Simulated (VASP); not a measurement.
Here is a VASP 6.6.1 calculation.

File INCAR:

```
SYSTEM = MnHg
  PREC = Accurate
  ENCUT = 900
  EDIFF = 1E-8
  ISMEAR = 1
  SIGMA = 0.1
  LREAL = .FALSE.
  LASPH = .TRUE.
  NELM = 100
  ALGO = Normal
  ISIF = 2
  LWAVE = .FALSE.
  LCHARG = .FALSE.
  ISPIN = 2
  MAGMOM = 0 4
  LORBIT = 11
  LMAXMIX = 4
  METAGGA = R2SCAN
  LMIXTAU = .TRUE.
  NBANDS = 24
  ADDGRID = .FALSE.
```

KPOINTS

```
regular mesh
0
G
  19 19 19
  0 0 0
```

Contents of POSCAR:

```
MnHg
1.0
    3.3150000000      0.0000000000      0.0000000000
    0.0000000000      3.3150000000      0.0000000000
    0.0000000000      0.0000000000      3.3150000000
Hg Mn
1 1
Direct
    0.0000000000      0.0000000000      0.0000000000
    0.5000000000      0.5000000000      0.5000000000
```

Potentials or basis: VASP PAW PBE potentials, release 64 (Hg, Mn_pv).

Run with:

```bash
$ cat potpaw_PBE.64/Hg/POTCAR potpaw_PBE.64/Mn_pv/POTCAR > POTCAR
$ mpirun -np 1 vasp_std > vasp.out
```

Predict the net moment.

4.16 μB per cell.

Estimate the band gap on the k mesh.

none (metal or under the smearing width).

 Spin-orbit coupling is left out, which matters for the levels of Hg.
